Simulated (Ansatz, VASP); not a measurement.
# CoSi2 in two plane-wave programs

One calculation is typed for both programs; each brings its own data sets. How far apart do they land? The cell is taken from a series of runs on this material, whose earlier steps may have relaxed, scaled, displaced or heated it; both programs get it as it stands.

Main program and level: Ansatz 0.2.0; plane waves, with VASP 6.6.1 beside it; zone-centre phonons at PBEsol.

### 1. The starting structure

Symmetry: Fm-3m, No. 225, cubic system. Conventional cell: a = 5.295 Å, b = 5.295 Å, c = 5.295 Å, α = 90.00°, β = 90.00°, γ = 90.00°. Nearest to Si lie 4 Co at 2.29 Å. Nearest to Co lie 8 Si at 2.29 Å. Farther neighbours are not listed.

### 2. VASP: zone-centre phonons, PBEsol

Second derivatives magnify differences that forces hide, and they need a tight electronic threshold.

Lines of VASP's logs that name or quote its potential files are left out, and so is its time.

File INCAR:

```
SYSTEM = CoSi2
PREC = Accurate
ENCUT = 600
EDIFF = 1E-08
NELM = 120
ISMEAR = 1
SIGMA = 0.2
LREAL = .FALSE.
ALGO = Normal
GGA = PS
NBANDS = 14
LASPH = .TRUE.
LORBIT = 11
LWAVE = .FALSE.
LCHARG = .FALSE.
ISIF = 2
IBRION = 8
GGA_COMPAT = .FALSE.
KPAR = 2
```

File POSCAR:

```
CoSi2
1.0
    0.0000000000      2.6473910946      2.6473910946
    2.6473910946      0.0000000000      2.6473910946
    2.6473910946      2.6473910946      0.0000000000
Si Co
2 1
Direct
    0.2500000000      0.2500000000      0.2500000000
    0.7500000000      0.7500000000      0.7500000000
    0.0000000000      0.0000000000      0.0000000000
```

File KPOINTS:

```
Automatic mesh
0
Gamma
16 16 16
0 0 0
```

Potentials, in the order of the species: Si and Co (PBE family, release 64).

Launch:

```
$ mpirun -np 2 vasp_std
```

Numbers of over 12 decimals in the logs are rounded to 6 here.

The program printed:

```text
[banner, memory and clock lines left out]
running    2 mpi-ranks, on    1 nodes
 distrk:  each k-point on    1 cores,    2 groups
 distr:  one band on    1 cores,    1 groups

 POSCAR found type information on POSCAR SiCo
 POSCAR found :  2 types and       3 ions
|                                                                             |
|               ----> ADVICE to this user running VASP <----                  |
|                                                                             |
|     You enforced a specific xc type in the INCAR file but a different       |
|     [... a line on the potential file left out ...]
|     I HOPE YOU KNOW WHAT YOU ARE DOING!                                     |
|                                                                             |

 LDA part: xc-table for (Slater+PW92), standard interpolation
 POSCAR, INCAR and KPOINTS ok, starting setup
 FFT: planning ... GRIDC
 FFT: planning ... GRID_SOFT
 FFT: planning ... GRID
 WAVECAR not read
 entering main loop
       N       E                     dE             d eps       ncg     rms          rms(c)
DAV:   1     0.698196658313E+02    0.69820E+02   -0.76818E+03  4060   0.131E+03
DAV:   2    -0.183742286251E+02   -0.88194E+02   -0.79717E+02  4204   0.241E+02
DAV:   3    -0.225259527662E+02   -0.41517E+01   -0.40432E+01  5320   0.590E+01
DAV:   4    -0.226075018742E+02   -0.81549E-01   -0.81448E-01  4848   0.767E+00
DAV:   5    -0.226098906731E+02   -0.23888E-02   -0.23884E-02  5502   0.141E+00    0.155E+01
DAV:   6    -0.260785146196E+02   -0.34686E+01   -0.32332E+01  4768   0.122E+02    0.175E+01
DAV:   7    -0.210164227591E+02    0.50621E+01   -0.13978E+01  5210   0.957E+01    0.362E+00
DAV:   8    -0.210177364063E+02   -0.13136E-02   -0.95379E-01  5010   0.705E+00    0.192E+00
DAV:   9    -0.209795009285E+02    0.38235E-01   -0.97139E-02  5076   0.628E+00    0.460E-01
DAV:  10    -0.209790859284E+02    0.41500E-03   -0.69236E-03  6112   0.120E+00    0.107E-01
DAV:  11    -0.209789330952E+02    0.15283E-03   -0.59860E-04  5852   0.470E-01    0.398E-02
DAV:  12    -0.209789432447E+02   -0.10149E-04   -0.35705E-05  4838   0.495E-02    0.204E-02
DAV:  13    -0.209789417964E+02    0.14483E-05   -0.32100E-06  5980   0.244E-02    0.555E-03
DAV:  14    -0.209789418060E+02   -0.95965E-08   -0.82670E-07  6420   0.131E-02    0.274E-03
DAV:  15    -0.209789418974E+02   -0.91345E-07   -0.12905E-07  6004   0.670E-03    0.724E-04
DAV:  16    -0.209789419120E+02   -0.14644E-07   -0.99635E-09  3020   0.118E-03    0.274E-04
DAV:  17    -0.209789419058E+02    0.61950E-08   -0.35922E-09  2732   0.688E-04
   1 F= -.20978942E+02 E0= -.20979208E+02  d E =0.798534E-03
 Linear response reoptimize wavefunctions to high precision
DAV:   1    -0.209789419079E+02   -0.20345E-08   -0.74379E-10  3128   0.396E-04
DAV:   2    -0.209789419079E+02    0.14552E-10   -0.19480E-10  2534   0.132E-04
 Linear response DOF=           2
 Linear response progress:
  Degree of freedom:   1/  2
       N       E                     dE             d eps       ncg     rms          rms(c)
RMM:   1    -0.206408113354E-01   -0.20641E-01    0.28416E-02 42990   0.132E+00
RMM:   2    -0.179214032553E-01    0.27194E-02   -0.68303E-04 24643   0.584E-01    0.103E-01
RMM:   3    -0.181617146644E-01   -0.24031E-03   -0.54685E-04 28845   0.179E-01    0.547E-02
RMM:   4    -0.183744882061E-01   -0.21277E-03   -0.94720E-05 26957   0.752E-02    0.881E-03
RMM:   5    -0.183622016068E-01    0.12287E-04   -0.76584E-06 29967   0.226E-02    0.553E-03
RMM:   6    -0.183384332250E-01    0.23768E-04   -0.14734E-06 29627   0.934E-03    0.153E-03
RMM:   7    -0.183468530639E-01   -0.84198E-05   -0.22130E-07 26841   0.446E-03    0.832E-04
RMM:   8    -0.183517839149E-01   -0.49309E-05   -0.10668E-07 29083   0.238E-03    0.434E-04
RMM:   9    -0.183502987955E-01    0.14851E-05    0.85099E-09 30371   0.745E-04    0.932E-05
RMM:  10    -0.183504048141E-01   -0.10602E-06   -0.98657E-10 31826   0.221E-04    0.236E-05
RMM:  11    -0.183504166974E-01   -0.11883E-07    0.21432E-09 31386   0.695E-05    0.119E-05
RMM:  12    -0.183504082753E-01    0.84221E-08   -0.54966E-10 33136   0.269E-05    0.416E-06
 first order change of Fermi-energy   0.37215E-05
 force on displaced ion       1 direction 1 :  -9.603   0.000   0.000
 Linear response progress:
  Degree of freedom:   2/  2
       N       E                     dE             d eps       ncg     rms          rms(c)
RMM:   1    -0.176047488414E+00   -0.17605E+00   -0.13293E-01 15922   0.268E+00
RMM:   2    -0.172491037867E+00    0.35565E-02   -0.30337E-03 13910   0.735E-01    0.195E-01
RMM:   3    -0.172416154467E+00    0.74883E-04   -0.56654E-04 15325   0.178E-01    0.114E-01
RMM:   4    -0.173032290139E+00   -0.61614E-03   -0.36706E-04 16253   0.135E-01    0.942E-03
RMM:   5    -0.173004961556E+00    0.27329E-04   -0.16342E-05 16361   0.356E-02    0.568E-03
RMM:   6    -0.173000121239E+00    0.48403E-05   -0.13346E-06 15024   0.121E-02    0.429E-03
RMM:   7    -0.172977167296E+00    0.22954E-04   -0.52683E-07 16451   0.679E-03    0.103E-03
RMM:   8    -0.172968501539E+00    0.86658E-05   -0.35783E-08 16929   0.165E-03    0.414E-04
RMM:   9    -0.172963678504E+00    0.48230E-05   -0.15507E-09 15903   0.444E-04    0.636E-05
RMM:  10    -0.172963706134E+00   -0.27629E-07   -0.31626E-10 17457   0.140E-04    0.225E-05
RMM:  11    -0.172963629054E+00    0.77080E-07   -0.68850E-11 16509   0.679E-05    0.450E-06
RMM:  12    -0.172963628525E+00    0.52808E-09   -0.20980E-10 17734   0.278E-05    0.145E-06
 first order change of Fermi-energy   0.36717E-03
 force on displaced ion       3 direction 1 : -13.114   0.000   0.000
 Linear response finished
```

From OUTCAR (step 2):

```text
ion  position               nearest neighbor table
   1  0.250  0.250  0.250-   3 2.29   3 2.29   3 2.29   3 2.29   2 2.65   2 2.65   2 2.65   2 2.65
                             2 2.65   2 2.65
   2  0.750  0.750  0.750-   3 2.29   3 2.29   3 2.29   3 2.29   1 2.65   1 2.65   1 2.65   1 2.65
                             1 2.65   1 2.65
   3  0.000  0.000  0.000-   1 2.29   2 2.29   2 2.29   2 2.29   2 2.29   1 2.29   1 2.29   1 2.29

  LATTYP: Found a face centered cubic cell.
 ALAT       =     5.2947821892

 Subroutine GETGRP returns: Found 48 space group operations
 (whereof 48 operations were pure point group operations)

The static configuration has the point symmetry O_h .

 Found    145 irreducible k-points:

   k-points           NKPTS =    145   k-points in BZ     NKDIM =    145   number of bands    NBANDS=     14

   dimension x,y,z NGX =    30 NGY =   30 NGZ =   30
   dimension x,y,z NGXF=    60 NGYF=   60 NGZF=   60

   ENCUT  =  600.0 eV  44.10 Ry    6.64 a.u.   7.48  7.48  7.48*2*pi/ulx,y,z

   NELECT =      17.0000    total number of electrons

 k-points in reciprocal lattice and weights: Automatic mesh
   0.00000000  0.00000000  0.00000000       0.000
   0.06250000  0.00000000  0.00000000       0.002
   0.12500000  0.00000000  0.00000000       0.002
   0.18750000  0.00000000  0.00000000       0.002
   0.25000000  0.00000000  0.00000000       0.002
   0.31250000  0.00000000  0.00000000       0.002
   0.37500000  0.00000000  0.00000000       0.002
   0.43750000  0.00000000  0.00000000       0.002
   0.50000000  0.00000000  0.00000000       0.001
[...]
-0.31250000  0.50000000  0.18750000       0.003
  -0.25000000  0.50000000  0.25000000       0.001

 average (electrostatic) potential at core
       1 -78.6859       2 -78.6859       3 -77.6580

  Total        0.4716619      0.4716619      0.4716619     -0.0000000      0.0000000     -0.0000000
  in kB       20.3637177     20.3637177     20.3637177     -0.0000000      0.0000000     -0.0000000
  external PRESSURE =      20.3637177 kB  Pullay stress =       0.0000000 kB

  energy-cutoff  :      600.00
  volume of cell :       37.11
      direct lattice vectors                 reciprocal lattice vectors
     0.000000000  2.647391095  2.647391095    -0.188865182  0.188865182  0.188865182
     2.647391095  0.000000000  2.647391095     0.188865182 -0.188865182  0.188865182
     2.647391095  2.647391095  0.000000000     0.188865182  0.188865182 -0.188865182

 POSITION                                       TOTAL-FORCE (eV/Angst)
 -----------------------------------------------------------------------------------
      1.32370      1.32370      1.32370         0.000000      0.000000     -0.000000
      3.97109      3.97109      3.97109        -0.000000     -0.000000      0.000000
      0.00000      0.00000      0.00000         0.000000      0.000000     -0.000000
 -----------------------------------------------------------------------------------
    total drift:                                0.000000     -0.000000     -0.000000

 Eigenvectors and eigenvalues of the dynamical matrix
 ----------------------------------------------------

   1 f  =   10.557942 THz    66.337508 2PiTHz  352.175047 cm-1    43.664121 meV
             X         Y         Z           dx          dy          dz
      1.323696  1.323696  1.323696    -0.331746    0.382098    0.000000
      3.971087  3.971087  3.971087    -0.331746    0.382098   -0.000000
      0.000000  0.000000  0.000000     0.457933   -0.527437    0.000000

   2 f  =   10.557942 THz    66.337508 2PiTHz  352.175047 cm-1    43.664121 meV
             X         Y         Z           dx          dy          dz
      1.323696  1.323696  1.323696    -0.000000    0.000000   -0.506018
      3.971087  3.971087  3.971087    -0.000000    0.000000   -0.506018
      0.000000  0.000000  0.000000    -0.000000    0.000000    0.698493

   3 f  =   10.557942 THz    66.337508 2PiTHz  352.175047 cm-1    43.664121 meV
             X         Y         Z           dx          dy          dz
      1.323696  1.323696  1.323696     0.382098    0.331746    0.000000
      3.971087  3.971087  3.971087     0.382098    0.331746   -0.000000
      0.000000  0.000000  0.000000    -0.527437   -0.457933    0.000000

   4 f  =   10.490549 THz    65.914061 2PiTHz  349.927037 cm-1    43.385404 meV
             X         Y         Z           dx          dy          dz
      1.323696  1.323696  1.323696     0.697158    0.115408   -0.025527
      3.971087  3.971087  3.971087    -0.697158   -0.115408    0.025527
      0.000000  0.000000  0.000000    -0.000000    0.000000    0.000000

   5 f  =   10.490549 THz    65.914061 2PiTHz  349.927037 cm-1    43.385404 meV
             X         Y         Z           dx          dy          dz
      1.323696  1.323696  1.323696     0.000000   -0.152713   -0.690419
      3.971087  3.971087  3.971087     0.000000    0.152713    0.690419
      0.000000  0.000000  0.000000    -0.000000   -0.000000    0.000000

   6 f  =   10.490549 THz    65.914061 2PiTHz  349.927037 cm-1    43.385404 meV
             X         Y         Z           dx          dy          dz
      1.323696  1.323696  1.323696     0.118197   -0.680705    0.150565
      3.971087  3.971087  3.971087    -0.118197    0.680705   -0.150565
      0.000000  0.000000  0.000000     0.000000    0.000000    0.000000

   7 f/i=    0.001113 THz     0.006993 2PiTHz    0.037123 cm-1     0.004603 meV
             X         Y         Z           dx          dy          dz
      1.323696  1.323696  1.323696     0.484823    0.093983    0.007716
      3.971087  3.971087  3.971087     0.484823    0.093983    0.007716
      0.000000  0.000000  0.000000     0.702453    0.136171    0.011179

   8 f/i=    0.001113 THz     0.006993 2PiTHz    0.037123 cm-1     0.004603 meV
             X         Y         Z           dx          dy          dz
      1.323696  1.323696  1.323696    -0.089843    0.472640   -0.111742
      3.971087  3.971087  3.971087    -0.089843    0.472640   -0.111742
      0.000000  0.000000  0.000000    -0.130172    0.684800   -0.161901

   9 f/i=    0.001113 THz     0.006993 2PiTHz    0.037123 cm-1     0.004603 meV
             X         Y         Z           dx          dy          dz
      1.323696  1.323696  1.323696    -0.028646    0.108283    0.481041
      3.971087  3.971087  3.971087    -0.028646    0.108283    0.481041
      0.000000  0.000000  0.000000    -0.041505    0.156889    0.696973

 ELASTIC MODULI CONTR FROM IONIC RELAXATION (kBar)
 Direction    XX          YY          ZZ          XY          YZ          ZX
 --------------------------------------------------------------------------------
 XX          -0.0000     -0.0000     -0.0000     -0.0000     -0.0000      0.0000
 YY          -0.0000     -0.0000     -0.0000     -0.0000     -0.0000      0.0000
 ZZ          -0.0000     -0.0000     -0.0000     -0.0000     -0.0000      0.0000
 XY          -0.0000     -0.0000     -0.0000   -640.3066     -0.0000      0.0000
 YZ          -0.0000     -0.0000     -0.0000     -0.0000   -640.3066      0.0000
 ZX           0.0000      0.0000      0.0000      0.0000      0.0000   -640.3066
 --------------------------------------------------------------------------------
```

This run has no spin polarisation, so a moment on Co, if there is one, isn't seen. Its electron count is odd, so without a moment it is a metal by construction.

(Continued in part 2 of 2.)

[Lines on the potential files, build, host, timing and source positions are cut from VASP's logs without a mark.]

[Logs are printed without paths, hosts, clocks, repeated set-up lines and the standing remarks that a program may print on its own settings, such as how far it seeks lower states.]

[Hosts, paths, dates, database ids (printed as entryN), source tags and the programs' standing remarks are cut or masked in the printed files.]
